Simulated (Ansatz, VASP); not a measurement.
# CoSi2 in two plane-wave programs

Wanted: the spread between two codes on one cell, functional and k mesh.

Method: plane waves, with VASP 6.6.1 beside it; single point at PBEsol, in Ansatz 0.2.0.

The database entry behind the starting cell differs from later determinations by our own check (0.1 to 0.3 % short, probably kX units), so it need not match the best structure at ambient conditions.

### 1. The starting structure

Symmetry: Fm-3m, No. 225, cubic system. The conventional cell has a = 5.356 Å, b = 5.356 Å, c = 5.356 Å, α = 90.00°, β = 90.00°, γ = 90.00°. Nearest to Co lie 8 Si at 2.32 Å. Si has 4 Co at 2.32 Å nearest. Farther neighbours are not listed.

### 2. VASP: single point, PBEsol

A single point gives forces, pressure and levels at one fixed geometry, so differences don't come from the geometry; what else differs is listed under the comparison.

Lines of VASP's logs that name or quote its potential files are left out, and so is its time.

INCAR reads:

```
SYSTEM = CoSi2
PREC = Accurate
ENCUT = 400
EDIFF = 1E-05
NELM = 100
ISMEAR = 0
SIGMA = 0.05
LREAL = .FALSE.
ALGO = Normal
GGA = PS
NBANDS = 16
ISPIN = 2
MAGMOM = 0 0 0
LASPH = .TRUE.
LMAXMIX = 4
LORBIT = 11
LWAVE = .FALSE.
LCHARG = .FALSE.
KPAR = 4
```

POSCAR reads:

```
CoSi2
1.0
    0.0000000000      2.6780000000      2.6780000000
    2.6780000000      0.0000000000      2.6780000000
    2.6780000000      2.6780000000      0.0000000000
Co Si
1 2
Direct
    0.0000000000      0.0000000000      0.0000000000
    0.7500000000      0.7500000000      0.7500000000
    0.2500000000      0.2500000000      0.2500000000
```

KPOINTS reads:

```
Automatic mesh
0
Gamma
8 8 8
0 0 0
```

The projector-augmented-wave data sets are Co and Si (PBE family, release 64).

The run is started by

```bash
$ mpirun -np 4 vasp_std
```

Numbers of over 12 decimals in the logs are rounded to 6 here.

What it wrote:

```text
[banner, memory and clock lines left out]
running    4 mpi-ranks, on    1 nodes
 distrk:  each k-point on    1 cores,    4 groups
 distr:  one band on    1 cores,    1 groups

 POSCAR found type information on POSCAR CoSi
 POSCAR found :  2 types and       3 ions
|                                                                             |
|               ----> ADVICE to this user running VASP <----                  |
|                                                                             |
|     You enforced a specific xc type in the INCAR file but a different       |
|     [... a line on the potential file left out ...]
|     I HOPE YOU KNOW WHAT YOU ARE DOING!                                     |
|                                                                             |

 LDA part: xc-table for (Slater+PW92), standard interpolation
 POSCAR, INCAR and KPOINTS ok, starting setup
 FFT: planning ... GRIDC
 FFT: planning ... GRID_SOFT
 FFT: planning ... GRID
 WAVECAR not read
 entering main loop
       N       E                     dE             d eps       ncg     rms          rms(c)
DAV:   1     0.471033415369E+02    0.47103E+02   -0.57209E+03  1888   0.811E+02
DAV:   2    -0.201965949903E+02   -0.67300E+02   -0.59753E+02  2152   0.177E+02
DAV:   3    -0.225727088084E+02   -0.23761E+01   -0.23440E+01  2376   0.370E+01
DAV:   4    -0.226119650266E+02   -0.39256E-01   -0.39243E-01  2272   0.478E+00
DAV:   5    -0.226131359334E+02   -0.11709E-02   -0.11709E-02  2384   0.831E-01    0.152E+01
DAV:   6    -0.266892077700E+02   -0.40761E+01   -0.27141E+01  2008   0.108E+02    0.187E+01
DAV:   7    -0.210151294143E+02    0.56741E+01   -0.11966E+01  2336   0.839E+01    0.323E+00
DAV:   8    -0.210117786563E+02    0.33508E-02   -0.88093E-01  2312   0.661E+00    0.204E+00
DAV:   9    -0.209708118089E+02    0.40967E-01   -0.10561E-01  2168   0.587E+00    0.512E-01
DAV:  10    -0.209703386539E+02    0.47316E-03   -0.64800E-03  2616   0.126E+00    0.131E-01
DAV:  11    -0.209702154421E+02    0.12321E-03   -0.67587E-04  2640   0.445E-01    0.417E-02
DAV:  12    -0.209702275532E+02   -0.12111E-04   -0.34126E-05  2056   0.412E-02    0.165E-02
DAV:  13    -0.209702264927E+02    0.10605E-05   -0.20790E-06  1120   0.222E-02
   1 F= -.20970226E+02 E0= -.20969300E+02  d E =-.185330E-02  mag=     0.0000
```

Parts of OUTCAR (step 2):

```text
ion  position               nearest neighbor table
   1  0.000  0.000  0.000-   2 2.32   3 2.32   2 2.32   2 2.32   3 2.32   2 2.32   3 2.32   3 2.32

  LATTYP: Found a face centered cubic cell.
 ALAT       =     5.3560000000

 Subroutine GETGRP returns: Found 48 space group operations
 (whereof 48 operations were pure point group operations)

The static configuration has the point symmetry O_h .

 Found     29 irreducible k-points:

   k-points           NKPTS =     29   k-points in BZ     NKDIM =     29   number of bands    NBANDS=     16

   dimension x,y,z NGX =    28 NGY =   28 NGZ =   28
   dimension x,y,z NGXF=    56 NGYF=   56 NGZF=   56

   ENCUT  =  400.0 eV  29.40 Ry    5.42 a.u.   6.18  6.18  6.18*2*pi/ulx,y,z

   NELECT =      17.0000    total number of electrons

 k-points in reciprocal lattice and weights: Automatic mesh
   0.00000000  0.00000000  0.00000000       0.002
   0.12500000  0.00000000  0.00000000       0.016
   0.25000000  0.00000000  0.00000000       0.016
   0.37500000  0.00000000  0.00000000       0.016
   0.50000000  0.00000000  0.00000000       0.008
   0.12500000  0.12500000  0.00000000       0.012
   0.25000000  0.12500000  0.00000000       0.047
   0.37500000  0.12500000  0.00000000       0.047
   0.50000000  0.12500000  0.00000000       0.047
[...]
-0.37500000  0.50000000  0.12500000       0.023
  -0.25000000  0.50000000  0.25000000       0.012

 average (electrostatic) potential at core
       1 -78.0559       2 -79.2092       3 -79.2092

 E-fermi :   9.9766

 spin component 1
 k-point     1 :       0.0000    0.0000    0.0000
  band No.  band energies     occupation
    ...
      2       5.9217      1.00000
      3       5.9217      1.00000
      4       5.9217      1.00000
      5       8.1050      1.00000
      6       8.1050      1.00000
      7      10.7839      0.00000
      8      13.4246      0.00000
      9      13.4246      0.00000
     10      13.4246      0.00000
     11      13.4316      0.00000
    ...

 k-point     2 :       0.1250    0.0000    0.0000
  band No.  band energies     occupation
    ...
      2       5.3583      1.00000
      3       6.0042      1.00000
      4       6.0042      1.00000
      5       8.0387      1.00000
      6       8.0387      1.00000
      7      10.6697      0.00000
      8      11.6998      0.00000
      9      12.3141      0.00000
     10      12.3141      0.00000
     11      14.4398      0.00000
    ...

 k-point     3 :       0.2500    0.0000    0.0000
  band No.  band energies     occupation
    ...
      3       6.2011      1.00000
      4       6.2011      1.00000
      5       7.9599      1.00000
      6       7.9599      1.00000
      7       9.1312      1.00000
      8      11.1990      0.00000
      9      11.1990      0.00000
     10      12.2660      0.00000
     11      13.9232      0.00000
     12      13.9232      0.00000
    ...

 k-point     4 :       0.3750    0.0000    0.0000
  band No.  band energies     occupation
    ...
      3       6.3672      1.00000
      4       6.3672      1.00000
      5       8.1136      1.00000
      6       8.1136      1.00000
      7       8.1323      1.00000
      8      10.1261      0.00001
      9      10.1261      0.00001
     10      12.6386      0.00000
     11      13.5373      0.00000
     12      13.5373      0.00000
    ...

 k-point     5 :       0.5000    0.0000    0.0000
  band No.  band energies     occupation
    ...
      5       7.8164      1.00000
      6       8.3782      1.00000
      7       8.3782      1.00000
      8       9.5339      1.00000
      9       9.5339      1.00000
     10      12.6492      0.00000
     11      13.4264      0.00000
     12      13.4264      0.00000
     13      14.3545      0.00000
     14      20.3505      0.00000
    ...

 k-point     6 :       0.1250    0.1250    0.0000
  band No.  band energies     occupation
    ...
      2       5.4131      1.00000
      3       5.9371      1.00000
      4       5.9371      1.00000
      5       7.7987      1.00000
      6       8.1851      1.00000
      7      11.0929      0.00000
      8      11.3313      0.00000
      9      11.3313      0.00000
     10      12.2071      0.00000
     11      14.0269      0.00000
    ...

  Total       -1.0701470     -1.0701470     -1.0701470      0.0000000      0.0000000     -0.0000000
  in kB      -44.6367244    -44.6367244    -44.6367244      0.0000000      0.0000000     -0.0000000
  external PRESSURE =     -44.6367244 kB  Pullay stress =       0.0000000 kB

  energy-cutoff  :      400.00
  volume of cell :       38.41
      direct lattice vectors                 reciprocal lattice vectors
     0.000000000  2.678000000  2.678000000    -0.186706497  0.186706497  0.186706497
     2.678000000  0.000000000  2.678000000     0.186706497 -0.186706497  0.186706497
     2.678000000  2.678000000  0.000000000     0.186706497  0.186706497 -0.186706497

 POSITION                                       TOTAL-FORCE (eV/Angst)
 -----------------------------------------------------------------------------------
      0.00000      0.00000      0.00000        -0.000000      0.000000      0.000000
      4.01700      4.01700      4.01700         0.000000      0.000000     -0.000000
      1.33900      1.33900      1.33900        -0.000000     -0.000000     -0.000000
 -----------------------------------------------------------------------------------
    total drift:                               -0.000000     -0.000000      0.000000

  FREE ENERGIE OF THE ION-ELECTRON SYSTEM (eV)
  ---------------------------------------------------
  free  energy   TOTEN  =       -20.9702264927 eV

  energy  without entropy=      -20.9683731879  energy(sigma->0) =      -20.96929984

 total charge
# of ion       s       p       d       tot
------------------------------------------
    1        0.544   0.720   7.602   8.866
    2        0.717   0.869   0.000   1.587
    3        0.717   0.869   0.000   1.587
--------------------------------------------------
tot          1.978   2.459   7.602  12.039

 magnetization (x)
# of ion       s       p       d       tot
------------------------------------------
    1        0.000   0.000   0.000   0.000
    2       -0.000  -0.000   0.000  -0.000
    3       -0.000  -0.000   0.000  -0.000
--------------------------------------------------
tot         -0.000   0.000   0.000   0.000

[... 2 further parts left out ...]
```

This run allows spin, but its moments start at zero, where symmetry between the spins tends to hold them, although Co can carry a moment. Its electron count is odd, so without a moment it is a metal by construction.

### 3. Ansatz: single point, PBEsol

Ansatz runs on its default PAW (the set named soft_2) files.

The same cell, functional, mesh and smearing now go to Ansatz, which takes its cutoff from its data sets.

input.yaml reads:

```yaml
crystal:
  lattice:
    - [0.0, 2.678, 2.678]
    - [2.678, 0.0, 2.678]
    - [2.678, 2.678, 0.0]
  atoms:
    - { symbol: Co, position: [0.0, 0.0, 0.0] }
    - { symbol: Si, position: [0.75, 0.75, 0.75] }
    - { symbol: Si, position: [0.25, 0.25, 0.25] }
hamiltonian:
  xc: pbesol
  pseudopotentials: { kind: paw }
magnetization:
  spin_polarized: true
kpoints:
  mp_grid: { grid: [8, 8, 8] }
scf:
  occupations: { method: gaussian, width: 0.05 }
  n_extra_bands: 6
output:
  forces: true
  stress: true
  eigenvalues: true
  write_density: true
  write_potential: true
  elf: true
  volumetric_format: npy
```

The run is started by

```bash
$ ansatz run input.yaml --threads 2 --pin off --max-ram 4608MiB --backend cpu --events-out ev --progress --plain --runs-dir out
```

What it wrote:

```text
scf.n_extra_bands = 6 over 13 filled bands (N_el = 25.0): the run solves 19 bands
Engine: ansatz 0.2.0, aarch64-unknown-linux-gnu
Pseudopotentials: kind: paw
Pseudopotential: Co, paw, valence charge 17, recommended cutoff 420 eV (normal), Co.paw.azcp
Pseudopotential: Si, paw, valence charge 4, recommended cutoff 420 eV (normal), Si.paw.azcp
Functional definition: PBEsol
  exchange = pbesol_x
  correlation = pbesol_c
Crystal: 3 atoms, lattice volume = 38.412 Å³
Basis set: ecut = 420 eV, 749 PW (Γ), exchange–correlation on 54×54×54 points (8 copies of the dense FFT grid, shifted against one another)
Bands: 19, of which v1, the nominal top of the filled ones, is band 13 counted from 1 (12 counted from 0)
Symmetry: 48 space group operations
Space group: Fm-3m (ITA 225), of the structure as read, at distance tolerance 3.4e-5 Å
k-points: 29 of 512
Non-local potential: Co, projectors of the file, l = 0: 3, l = 1: 2, l = 2: 3, l = 3: 1
Non-local potential: Si, projectors of the file, l = 0: 2, l = 1: 2, l = 2: 2
PAW form: soft (Blöchl's): semilocal exchange-correlation on the pseudo side does not see the compensation charge
PAW frozen core: Co, regenerated for the run's functional, and the local potential with it (the file was generated under x = pbe(κ = 0.804, μ = 0.219515), c = pbe(β = 0.066725))
PAW frozen core: Si, regenerated for the run's functional, and the local potential with it (the file was generated under x = pbe(κ = 0.804, μ = 0.219515), c = pbe(β = 0.066725))
PAW one-centre angular grid: Co, 590 points (default); XC on 64 Gauss nodes
PAW one-centre angular grid: Si, 110 points (default); XC on 64 Gauss nodes
Initial density: superposition of atomic densities (chi_scale 0.1, normalization cell, long waves kept (reshape's long-wave potential 0.00 eV rms))
Initial wavefunctions: pseudopotential atomic-orbital guess
Functional: x = pbesol(κ = 0.804, μ = 0.123457), c = pbesol(β = 0.046)
SCF iter   1: F=—  HF=-6339.021906 eV  |F-HF|=—  |Δ(HF+E_count)|=         —  Δρ=6.49e-2 (↑6.49e-2 ↓6.49e-2)  dr2=7.80e0  dr2_m=0.00e0  M=0.000 μB ∫|m|=0.000 μB  β_m=0.30  ethr=3.10e-3  ⟨swp⟩=5.7  Hψ=2772  notcnv=0  defer=1
preconditioner: auto → none  [insulator: Δε(μ)=0.054 eV  Ē_g=10.131 eV  σ=0.050 eV  W_gap=0.56  n_scr=14 (ndim 8)  ℏωp=24.7 eV  f_vac=0.000  D(μ)=0.71/eV (n_scr^D=0)  ε∞_Penn≈6.9]
SCF iter   2: F=—  HF=-6339.853239 eV  |F-HF|=—  |Δ(HF+E_count)|=   8.31e-1  Δρ=1.44e-1 (↑1.44e-1 ↓1.44e-1)  dr2=2.05e1  dr2_m=0.00e0  M=0.000 μB ∫|m|=0.000 μB  β_m=0.18  ethr=3.10e-3  ⟨swp⟩=3.0  Hψ=1411  notcnv=0  defer=55  recentre
SCF iter   3: F=—  HF=-6338.038157 eV  |F-HF|=—  |Δ(HF+E_count)|=    1.82e0  Δρ=2.14e-2 (↑2.14e-2 ↓2.14e-2)  dr2=1.13e0  dr2_m=0.00e0  M=0.000 μB ∫|m|=0.000 μB  β_m=0.24  ethr=3.10e-3  ⟨swp⟩=2.8  Hψ=1325  notcnv=0  defer=55
SCF iter   4: F=—  HF=-6336.302063 eV  |F-HF|=—  |Δ(HF+E_count)|=    1.74e0  Δρ=8.23e-2 (↑5.37e-2 ↓8.23e-2)  dr2=2.78e-1  dr2_m=1.61e0  M=1.650 μB ∫|m|=1.650 μB  ethr=3.10e-3  ⟨swp⟩=2.0  Hψ=920  notcnv=0  defer=55
Mixer restart at iter 4: flushing history
SCF iter   5: F=—  HF=-6337.534319 eV  |F-HF|=—  |Δ(HF+E_count)|=         —  Δρ=5.78e-2 (↑5.78e-2 ↓3.66e-2)  dr2=1.58e-1  dr2_m=7.61e-1  M=0.306 μB ∫|m|=0.322 μB  β_m=0.37  ethr=1.11e-3  ⟨swp⟩=3.4  Hψ=2529  notcnv=0  defer=98
SCF iter   6: F=—  HF=-6337.673256 eV  |F-HF|=—  |Δ(HF+E_count)|=   1.39e-1  Δρ=5.78e-2 (↑1.72e-2 ↓5.78e-2)  dr2=6.33e-1  dr2_m=4.57e-1  M=0.180 μB ∫|m|=0.196 μB  β_m=0.54  ethr=6.32e-4  ⟨swp⟩=2.5  Hψ=2075  notcnv=0  defer=110
SCF iter   7: F=—  HF=-6338.597088 eV  |F-HF|=—  |Δ(HF+E_count)|=   9.24e-1  Δρ=1.11e-1 (↑1.11e-1 ↓7.67e-2)  dr2=9.87e0  dr2_m=1.21e-1  M=0.156 μB ∫|m|=0.186 μB  β_m=0.13  ethr=6.32e-4  ⟨swp⟩=3.1  Hψ=2660  notcnv=0  defer=106  recentre
SCF iter   8: F=—  HF=-6337.669729 eV  |F-HF|=—  |Δ(HF+E_count)|=   9.27e-1  Δρ=2.45e-2 (↑2.24e-2 ↓2.45e-2)  dr2=6.58e-3  dr2_m=1.92e-1  M=0.109 μB ∫|m|=0.128 μB  β_m=0.32  ethr=6.32e-4  ⟨swp⟩=3.0  Hψ=2769  notcnv=0  defer=108
SCF iter   9: F=—  HF=-6337.705125 eV  |F-HF|=—  |Δ(HF+E_count)|=   3.54e-2  Δρ=2.27e-3 (↑2.06e-3 ↓2.27e-3)  dr2=1.37e-3  dr2_m=1.38e-3  M=-0.032 μB ∫|m|=0.033 μB  β_m=0.40  ethr=2.63e-5  ⟨swp⟩=2.4  Hψ=2251  notcnv=0  defer=108
Mixer restart at iter 9: flushing history
SCF iter  10: F=—  HF=-6337.706486 eV  |F-HF|=—  |Δ(HF+E_count)|=         —  Δρ=1.35e-4 (↑1.35e-4 ↓1.35e-4)  dr2=2.05e-5  dr2_m=0.00e0  M=0.000 μB ∫|m|=0.000 μB  β_m=0.40  ethr=5.47e-6  ⟨swp⟩=4.2  Hψ=1778  notcnv=0  defer=51
SCF iter  11: F=—  HF=-6337.706482 eV  |F-HF|=—  |Δ(HF+E_count)|=   4.59e-6  Δρ=1.57e-4 (↑1.57e-4 ↓1.57e-4)  dr2=2.49e-5  dr2_m=0.00e0  M=0.000 μB ∫|m|=0.000 μB  β_m=0.40  ethr=8.22e-8  ⟨swp⟩=1.8  Hψ=1066  notcnv=0  defer=51
SCF iter  12: F=—  HF=-6337.706484 eV  |F-HF|=—  |Δ(HF+E_count)|=   2.72e-6  Δρ=2.39e-4 (↑2.39e-4 ↓2.39e-4)  dr2=6.57e-5  dr2_m=0.00e0  M=0.000 μB ∫|m|=0.000 μB  β_m=0.22  ethr=8.22e-8  ⟨swp⟩=2.7  Hψ=814  notcnv=0  defer=51  recentre
SCF iter  13: F=—  HF=-6337.706478 eV  |F-HF|=—  |Δ(HF+E_count)|=   6.36e-6  Δρ=2.37e-5 (↑2.37e-5 ↓2.37e-5)  dr2=5.38e-7  dr2_m=0.00e0  M=0.000 μB ∫|m|=0.000 μB  β_m=0.45  ethr=8.22e-8  ⟨swp⟩=2.1  Hψ=623  notcnv=0  defer=51
SCF iter  14: F=—  HF=-6337.706478 eV  |F-HF|=—  |Δ(HF+E_count)|=   1.55e-8  Δρ=1.42e-5 (↑1.42e-5 ↓1.42e-5)  dr2=1.78e-7  dr2_m=0.00e0  M=0.000 μB ∫|m|=0.000 μB  β_m=0.47  ethr=2.15e-9  ⟨swp⟩=2.6  Hψ=700  notcnv=0  defer=51
SCF iter  15: F=-6337.706478 eV  HF=-6337.706478 eV  |F-HF|=2.99e-9  |Δ(HF+E_count)|=   1.27e-8  Δρ=2.81e-6 (↑2.81e-6 ↓2.81e-6)  dr2=4.15e-9  dr2_m=0.00e0  M=0.000 μB ∫|m|=0.000 μB  ethr=4.00e-10  ⟨swp⟩=11.0  Hψ=3157  notcnv=0
SCF 1 converged in 15 iterations: F = -6337.706478 eV  dr2 = 4.15e-9
  greatest PAW one-centre occupation: 1.000 electrons in one spin orbital (limit 2), on the Co atom at site 0 (counted from 0), in its partial waves of l = 1
SCF converged after 15 iterations
Magnetization: 0.0000 μB (12.5000 up, 12.5000 down)
Absolute magnetization: 0.0000 μB (∫|ρ↑−ρ↓|)
Spin contamination: 0.0000 ħ² per cell (⟨S²⟩ above its minimum at these occupations)
Per-site moments (μB) at R_I (Å): [(0.0, 0.956677), (0.0, 0.956677), (0.0, 0.956677)]
Free energy (F): -6337.706478 eV
Harris-Foulkes:  -6337.706478 eV  (|F-HF|=2.99e-9)
Internal energy: -6337.704621 eV  (E = F + TS)
E sigma→0 (E₀):  -6337.705549 eV
Entropy (-TS):   -0.001857 eV (-0.619 meV/atom)
Fermi energy:    12.754249 eV
--- Per-component energies (eV) ---
  E_band       = -285.029582
  E_kinetic    = 547.685361
  E_local      = -4097.793655  (includes V_loc(G=0)·N_el)
  E_nonlocal   = 503.451308
  E_hartree    = 1780.829803
  E_xc         = -272.056545
  E_vxc        = -304.878550  (∫ρ·V_xc dr)
  E_paw        = -2481.586127  (= ΣΔE_a)
  E_vpaw       = -495.158425  (= ΣTr[D̂ρ^β])
  E_aug_tail   = 0.000131  (compensation charges beyond the density's cutoff)
  E_ewald      = -2318.486437
  E_core_change = 0.251541  (= ΣΔE_core)
  E_smearing   = -0.001857  (= −TS)
  E_closure    = 0.000000  (closes the sum)
  Σ components = -6337.706478   (vs F -6337.706478, Δ=0.00e0)
--- Forces (eV/Å), atoms counted from 1 ---
  atom   1  Co    -0.00000000     0.00000000     0.00000000
  atom   2  Si     0.00000000     0.00000000     0.00000000
  atom   3  Si     0.00000000    -0.00000000    -0.00000000
  max |Σ_I F_I| component: 1.85e-17 eV/Å
--- Stress (GPa, compression-positive) ---
       -4.565424      -0.000000       0.000000
        0.000000      -4.565424      -0.000000
        0.000000       0.000000      -4.565424
  P = ⅓ Tr σ = -4.5654 GPa (-45.654 kbar)
--- Band table (eV; the first three rows and the last of 58) ---
  k-point 0 ↑: bands = [... 9 lower, 10.8877, 13.5513, 16.1862, 16.1862, 16.1862, 16.2339, 16.2339, 16.2339, ... 2 higher]
  k-point 1 ↑: bands = [... 9 lower, 10.8208, 13.4532, 14.4669, 15.0951, 15.0951, 17.2212, 17.2212, 18.0138, ... 2 higher]
  k-point 2 ↑: bands = [... 9 lower, 10.7412, 11.9129, 13.9767, 13.9767, 15.0375, 16.7159, 16.7159, 17.3521, ... 2 higher]
  k-point 28 ↓: bands = [... 9 lower, 10.4794, 10.8244, 11.3433, 12.1231, 16.4326, 16.4326, 18.5434, 19.3725, ... 2 higher]
```

Run time: 4 s. Hardware: 2 threads of Arm Neoverse N1, shared host; peak memory 0.3 GiB; 6.8 s of CPU time.

The run ends at a pressure of -4.57 GPa.

### 4. Differences

Known differences besides the potentials themselves: the data sets hold 25 valence electrons in Ansatz (default PAW (the set named soft_2) files) and 17 in VASP; the cutoff is 420 eV in Ansatz and 400 eV in VASP; Ansatz makes its cores anew for this functional, VASP keeps those of its PBE data sets. Total energies have different zeros and are not compared.

Both answers:

| quantity | Ansatz | VASP | difference |
| --- | --- | --- | --- |
| pressure (GPa) | -4.57 | -4.46 | -0.10 |
| pressure without Ansatz's Pulay correction (GPa) | -4.64 | -4.46 | -0.18 |

Ansatz's pressure holds a Pulay correction of 0.08 GPa; VASP's holds none.

### 5. Summary of results

| Property | Result |
| --- | --- |
| difference in pressure (single point, PBEsol) | -0.10 GPa |

**Reading.** The difference in pressure is -0.10 GPa (single point, PBEsol), within the 1 GPa picked in this series as the mark of a large difference. Such differences can come from data sets, numerical settings and the points named under the comparisons, not from the functional's error against experiment.

[Lines on the potential files, build, host, timing and source positions are cut from VASP's logs without a mark.]

[Logs are printed without paths, hosts, clocks, repeated set-up lines and the standing remarks that a program may print on its own settings, such as how far it seeks lower states.]

[Hosts, paths, dates, database ids (printed as entryN), source tags and the programs' standing remarks are cut or masked in the printed files.]
